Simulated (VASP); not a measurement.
Output of a VASP run:

**OUTCAR**
```
 ion  position               nearest neighbor table
   1  0.000  0.000  0.000-   2 3.32   2 3.32   2 3.32   2 3.32   2 3.32   2 3.32   2 3.32   2 3.32
  LATTYP: Found a simple cubic cell.
 ALAT       =     3.8350000000
 Subroutine PRICEL returns:
 Original cell was already a primitive cell.
 Subroutine GETGRP returns: Found 48 space group operations
The static configuration has the point symmetry O_h .
The dynamic configuration has the point symmetry O_h .
 Subroutine INISYM returns: Found 48 space group operations
 Subroutine IBZKPT returns following result:
 Found     35 irreducible k-points:

 Following reciprocal coordinates:
            Coordinates               Weight
  0.000000  0.000000  0.000000      1.000000
  0.111111  0.000000  0.000000      6.000000
  0.222222  0.000000  0.000000      6.000000
  0.333333  0.000000  0.000000      6.000000
  0.444444  0.000000  0.000000      6.000000
  0.111111  0.111111  0.000000     12.000000
  0.222222  0.111111  0.000000     24.000000
  0.333333  0.111111  0.000000     24.000000
  0.444444  0.111111  0.000000     24.000000
  0.222222  0.222222  0.000000     12.000000
  0.333333  0.222222  0.000000     24.000000
  0.444444  0.222222  0.000000     24.000000
  0.333333  0.333333  0.000000     12.000000
  0.444444  0.333333  0.000000     24.000000
  0.444444  0.444444  0.000000     12.000000
  0.111111  0.111111  0.111111      8.000000
  0.222222  0.111111  0.111111     24.000000
  0.333333  0.111111  0.111111     24.000000
  0.444444  0.111111  0.111111     24.000000
  0.222222  0.222222  0.111111     24.000000
  0.333333  0.222222  0.111111     48.000000
  0.444444  0.222222  0.111111     48.000000
  0.333333  0.333333  0.111111     24.000000
  0.444444  0.333333  0.111111     48.000000
  0.444444  0.444444  0.111111     24.000000
  0.222222  0.222222  0.222222      8.000000
  0.333333  0.222222  0.222222     24.000000
  0.444444  0.222222  0.222222     24.000000
  0.333333  0.333333  0.222222     24.000000
  0.444444  0.333333  0.222222     48.000000
  0.444444  0.444444  0.222222     24.000000
  0.333333  0.333333  0.333333      8.000000
  0.444444  0.333333  0.333333     24.000000
  0.444444  0.444444  0.333333     24.000000
  0.444444  0.444444  0.444444      8.000000
   k-points           NKPTS =     35   k-points in BZ     NKDIM =     35   number of bands    NBANDS=     12
   number of dos      NEDOS =    301   number of ions     NIONS =      2
   total plane-waves  NPLWV =  21952
   dimension x,y,z NGX =    28 NGY =   28 NGZ =   28
   dimension x,y,z NGXF=    56 NGYF=   56 NGZF=   56
   ions per type =               1   1
   PREC   = accura    normal or accurate (medium, high low for compatibility)
   ISTART =      0    job   : 0-new  1-cont  2-samecut
   ICHARG =      2    charge: 1-file 2-atom 10-const
   ISPIN  =      1    spin polarized calculation?
   LNONCOLLINEAR =      F non collinear calculations
   LSORBIT =      F    spin-orbit coupling
   INIWAV =      1    electr: 0-lowe 1-rand  2-diag
   ENCUT  =  400.0 eV  29.40 Ry    5.42 a.u.   6.25  6.25  6.25*2*pi/ulx,y,z
   NELM   =    100;   NELMIN=  2; NELMDL= -5     # of ELM steps
   EDIFF  = 0.1E-05   stopping-criterion for ELM
   LREAL  =      F    real-space projection
   NLSPLINE    = F    spline interpolate recip. space projectors
   LMAXMIX     =    4 max onsite mixed and CHGCAR
   VOSKOWN=      0    Vosko Wilk Nusair interpolation
   EDIFFG = -.1E-01   stopping-criterion for IOM
   NSW    =     60    number of steps for IOM
   NBLOCK =      1;   KBLOCK =     60    inner block; outer block
   IBRION =      2    ionic relax: 0-MD 1-quasi-New 2-CG
   NFREE  =      1    steps in history (QN), initial steepest desc. (CG)
   ISIF   =      3    stress and relaxation
   ISYM   =      2    0-nonsym 1-usesym 2-fastsym
   TEIN   =    0.0    initial temperature
   TEBEG  =    0.0;   TEEND  =   0.0 temperature during run
   SMASS  =  -3.00    Nose mass-parameter (am)
...
```

**OSZICAR**
```
       N       E                     dE             d eps       ncg     rms          rms(c)
DAV:   1     0.506368731200E+02    0.50637E+02   -0.69805E+03   840   0.103E+03
DAV:   2    -0.106357417491E+02   -0.61273E+02   -0.58327E+02  1048   0.202E+02
DAV:   3    -0.143558886608E+02   -0.37201E+01   -0.36407E+01  1104   0.418E+01
DAV:   4    -0.145191371701E+02   -0.16325E+00   -0.16208E+00  1216   0.878E+00
DAV:   5    -0.145220781824E+02   -0.29410E-02   -0.29320E-02  1132   0.103E+00    0.113E+01
DAV:   6    -0.134605427107E+02    0.10615E+01   -0.27445E+00  1012   0.821E+00    0.102E+01
DAV:   7    -0.133899143566E+02    0.70628E-01   -0.40289E-01  1360   0.348E+00    0.631E+00
DAV:   8    -0.133767954919E+02    0.13119E-01   -0.95466E-02   992   0.178E+00    0.625E-01
DAV:   9    -0.133738187626E+02    0.29767E-02   -0.17842E-02  1164   0.612E-01    0.316E-01
DAV:  10    -0.133738459257E+02   -0.27163E-04   -0.12987E-03  1060   0.273E-01    0.960E-02
DAV:  11    -0.133738594853E+02   -0.13560E-04   -0.94852E-05  1208   0.843E-02    0.429E-02
DAV:  12    -0.133738536906E+02    0.57947E-05   -0.17598E-05  1124   0.283E-02    0.613E-03
DAV:  13    -0.133738539535E+02   -0.26285E-06   -0.48174E-07   732   0.559E-03
   1 F= -.13373854E+02 E0= -.13373618E+02  d E =-.133739E+02
       N       E                     dE             d eps       ncg     rms          rms(c)
DAV:   1    -0.363640063638E+02   -0.22990E+02   -0.50175E+02   896   0.190E+02    0.489E+01
DAV:   2    -0.190106055723E+02    0.17353E+02   -0.23895E+01   912   0.454E+01    0.147E+01
DAV:   3    -0.143515604023E+02    0.46590E+01   -0.16478E+01  1200   0.292E+01    0.104E+01
DAV:   4    -0.145049744417E+02   -0.15341E+00   -0.77878E-01  1296   0.476E+00    0.616E+00
DAV:   5    -0.146889241984E+02   -0.18395E+00   -0.50831E-01  1324   0.224E+00    0.117E+00
DAV:   6    -0.147176623146E+02   -0.28738E-01   -0.29320E-02  1320   0.126E+00    0.265E-01
DAV:   7    -0.147197768225E+02   -0.21145E-02   -0.97443E-03  1416   0.448E-01    0.770E-02
DAV:   8    -0.147197528048E+02    0.24018E-04   -0.19512E-04  1056   0.105E-01    0.268E-02
DAV:   9    -0.147197625377E+02   -0.97329E-05   -0.20192E-05  1244   0.339E-02    0.150E-02
DAV:  10    -0.147197635340E+02   -0.99624E-06   -0.63793E-06  1248   0.101E-02
   2 F= -.14719764E+02 E0= -.14719387E+02  d E =-.134591E+01
       N       E                     dE             d eps       ncg     rms          rms(c)
DAV:   1    -0.151626211568E+02   -0.44286E+00   -0.86830E+00  1000   0.244E+01    0.560E+00
DAV:   2    -0.148774560851E+02    0.28517E+00   -0.95558E-01  1048   0.815E+00    0.291E+00
DAV:   3    -0.147599592580E+02    0.11750E+00   -0.58823E-01  1180   0.512E+00    0.219E+00
DAV:   4    -0.147706586646E+02   -0.10699E-01   -0.44638E-02  1024   0.160E+00    0.125E+00
DAV:   5    -0.147797159259E+02   -0.90573E-02   -0.21197E-02  1388   0.626E-01    0.218E-01
DAV:   6    -0.147798583372E+02   -0.14241E-03   -0.41893E-04   968   0.151E-01    0.150E-01
DAV:   7    -0.147801372516E+02   -0.27891E-03   -0.33267E-04  1440   0.135E-01    0.707E-02
DAV:   8    -0.147801357727E+02    0.14790E-05   -0.10486E-05  1256   0.237E-02    0.154E-02
DAV:   9    -0.147801354395E+02    0.33313E-06   -0.35398E-07   664   0.424E-03
   3 F= -.14780135E+02 E0= -.14779985E+02  d E =-.140628E+01
```

File OUTCAR:
```
------------------------ aborting loop because EDIFF is reached ----------------------------------------
  FORCE on cell =-STRESS in cart. coord.  units (eV):
  Direction    XX          YY          ZZ          XY          YZ          ZX
  --------------------------------------------------------------------------------------
  Total        0.0105081      0.0105081      0.0105081      0.0000000      0.0000000      0.0000000
  in kB        0.4448167      0.4448167      0.4448167      0.0000000      0.0000000      0.0000000
  external PRESSURE =       0.4448167 kB  Pullay stress =       0.0000000 kB
  volume of cell :       37.85
      direct lattice vectors                 reciprocal lattice vectors
     3.357519383 -0.000000000  0.000000000     0.297838936  0.000000000  0.000000000
    -0.000000000  3.357519383 -0.000000000     0.000000000  0.297838936  0.000000000
     0.000000000 -0.000000000  3.357519383    -0.000000000  0.000000000  0.297838936
 POSITION                                       TOTAL-FORCE (eV/Angst)
 -----------------------------------------------------------------------------------
      0.00000      0.00000      0.00000         0.000000      0.000000      0.000000
      1.67876      1.67876      1.67876        -0.000000     -0.000000     -0.000000
 -----------------------------------------------------------------------------------
    total drift:                               -0.000000      0.000000      0.000000
  FREE ENERGIE OF THE ION-ELECTRON SYSTEM (eV)
  ---------------------------------------------------
  free  energy   TOTEN  =       -14.7801354395 eV

  energy  without entropy=      -14.7796838544  energy(sigma->0) =      -14.77998491

 reached required accuracy - stopping structural energy minimisation
```
(Selected blocks of OUTCAR.)

POSCAR:
```
YS
1
    3.8350000000     0.0000000000     0.0000000000
    0.0000000000     3.8350000000     0.0000000000
    0.0000000000     0.0000000000     3.8350000000
Y S
1 1
Direct
  0.0000000000   0.0000000000   0.0000000000
  0.5000000000   0.5000000000   0.5000000000
```

Write an INCAR and KPOINTS that could have produced this output.

Several could match; the one computed here: the input of the run itself, PBEsol GGA, plane waves, VASP's PBE PAW potentials (set 64).

### KPOINTS
```
Regular mesh
0
gamma
9 9 9
0 0 0
```

### INCAR
```
! general
SYSTEM  = YS
PREC    = Accurate
ENCUT   = 400
LREAL   = .FALSE.
LASPH   = .TRUE.

! electronic loop
EDIFF   = 1E-6
NELM    = 100
ALGO    = Normal
LMAXMIX = 4

! smearing
ISMEAR  = 1
SIGMA   = 0.1

! functional
GGA     = PS

! ions
IBRION  = 2
NSW     = 60
ISIF    = 3
EDIFFG  = -0.01

! output
LWAVE   = .FALSE.
LCHARG  = .FALSE.
```

POTCAR, in this order: Y_sv S (PBE.64 set). Program: vasp_std.

Energy and stress use the plane-wave basis of the starting cell.

The structure was generated: YS was put into the CsCl type type (Pm-3m), which need not be its known phase. This run relaxes it. Symmetry was kept, so distortions that lower it aren't found. The electron count is odd and the run is not spin-polarised, which forces a metal.
